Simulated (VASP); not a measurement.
OSZICAR of a VASP run on Cs (bcc):

### OSZICAR
```
       N       E                     dE             d eps       ncg     rms          rms(c)
DAV:   1     0.300709647300E+02    0.30071E+02   -0.28495E+03   944   0.746E+02
DAV:   2    -0.216878372306E+02   -0.51759E+02   -0.51099E+02  1264   0.126E+02
DAV:   3    -0.269748527772E+02   -0.52870E+01   -0.52869E+01   968   0.485E+01
DAV:   4    -0.270517687761E+02   -0.76916E-01   -0.76916E-01  1728   0.712E+00
DAV:   5    -0.270518482896E+02   -0.79513E-04   -0.79509E-04  1288   0.148E-01    0.243E-01
DAV:   6    -0.257746799442E+02    0.12772E+01   -0.97840E-02   944   0.351E+00    0.243E-01
DAV:   7    -0.245092478852E+02    0.12654E+01   -0.78707E-01  1080   0.557E+00    0.464E-01
DAV:   8    -0.247903793706E+02   -0.28113E+00   -0.63470E-01  1104   0.561E+00    0.108E-01
DAV:   9    -0.250126081799E+02   -0.22223E+00   -0.35843E-01   952   0.464E+00    0.163E-01
DAV:  10    -0.249929428416E+02    0.19665E-01   -0.46332E-03  1576   0.655E-01    0.202E-01
DAV:  11    -0.249543636111E+02    0.38579E-01   -0.16667E-01  1048   0.352E+00    0.101E-01
DAV:  12    -0.249938034843E+02   -0.39440E-01   -0.19089E-01   944   0.374E+00    0.597E-02
DAV:  13    -0.250181148197E+02   -0.24311E-01   -0.17552E-02   984   0.162E+00    0.625E-02
DAV:  14    -0.250248862489E+02   -0.67714E-02   -0.24154E-03  1056   0.836E-01    0.556E-02
DAV:  15    -0.250106272852E+02    0.14259E-01   -0.20967E-02   952   0.225E+00    0.443E-02
DAV:  16    -0.250116736965E+02   -0.10464E-02   -0.63139E-04  1512   0.331E-01    0.399E-02
DAV:  17    -0.250107920763E+02    0.88162E-03   -0.60162E-05  1176   0.880E-02    0.401E-02
DAV:  18    -0.250122763933E+02   -0.14843E-02   -0.16902E-03   976   0.609E-01    0.369E-02
DAV:  19    -0.250110760955E+02    0.12003E-02   -0.71501E-03   944   0.102E+00    0.356E-02
DAV:  20    -0.250105212671E+02    0.55483E-03   -0.19099E-04  1408   0.182E-01    0.369E-02
DAV:  21    -0.250130529007E+02   -0.25316E-02   -0.49134E-03   944   0.106E+00    0.322E-02
DAV:  22    -0.250123923208E+02    0.66058E-03   -0.18728E-03   944   0.484E-01    0.303E-02
DAV:  23    -0.250123930672E+02   -0.74641E-06   -0.87422E-06  1664   0.193E-02    0.300E-02
DAV:  24    -0.250124470963E+02   -0.54029E-04   -0.62139E-05   984   0.104E-01    0.283E-02
DAV:  25    -0.250125373760E+02   -0.90280E-04   -0.30039E-04   960   0.244E-01    0.181E-02
DAV:  26    -0.250126005293E+02   -0.63153E-04   -0.18560E-04   984   0.130E-01    0.158E-02
DAV:  27    -0.250128160777E+02   -0.21555E-03   -0.28101E-04   960   0.242E-01    0.145E-02
DAV:  28    -0.250126392102E+02    0.17687E-03   -0.20838E-04   952   0.201E-01    0.122E-02
DAV:  29    -0.250128989438E+02   -0.25973E-03   -0.13340E-04   960   0.911E-02    0.980E-03
DAV:  30    -0.250127442980E+02    0.15465E-03   -0.34474E-05   960   0.626E-02    0.761E-03
DAV:  31    -0.250126659040E+02    0.78394E-04   -0.27561E-05  1008   0.617E-02    0.545E-03
DAV:  32    -0.250126546854E+02    0.11219E-04   -0.61231E-06   976   0.375E-02    0.315E-03
DAV:  33    -0.250126111113E+02    0.43574E-04   -0.47572E-05   976   0.624E-02    0.217E-03
DAV:  34    -0.250126092183E+02    0.18930E-05   -0.37648E-06  1216   0.207E-02    0.222E-03
DAV:  35    -0.250126124988E+02   -0.32806E-05   -0.86511E-06  1024   0.320E-02    0.156E-03
DAV:  36    -0.250126141900E+02   -0.16912E-05   -0.23381E-06  1264   0.197E-02    0.991E-04
DAV:  37    -0.250126136588E+02    0.53116E-06   -0.48313E-07  1016   0.649E-03    0.706E-04
DAV:  38    -0.250126139006E+02   -0.24175E-06   -0.29493E-07  1304   0.717E-03    0.521E-04
DAV:  39    -0.250126139817E+02   -0.81172E-07   -0.31341E-07  1024   0.770E-03
   1 F= -.25012614E+02 E0= -.25011765E+02  d E =-.254761E-02
```

**Question.** Which electronic solver shows in the log?

**Answer.** It is blocked Davidson (ALGO = Normal, or the opening steps of other solvers). The INCAR had ALGO = Normal.

**Question.** Can the final energy be trusted as converged?

**Answer.** Self-consistency was reached. It stopped with EDIFF = 1E-7, NELM = 100 (r2SCAN meta-GGA, plane waves, VASP's PBE PAW potentials (set 64)).

The compound is Cs in the bcc structure. This cell was strained or had an atom moved on purpose.
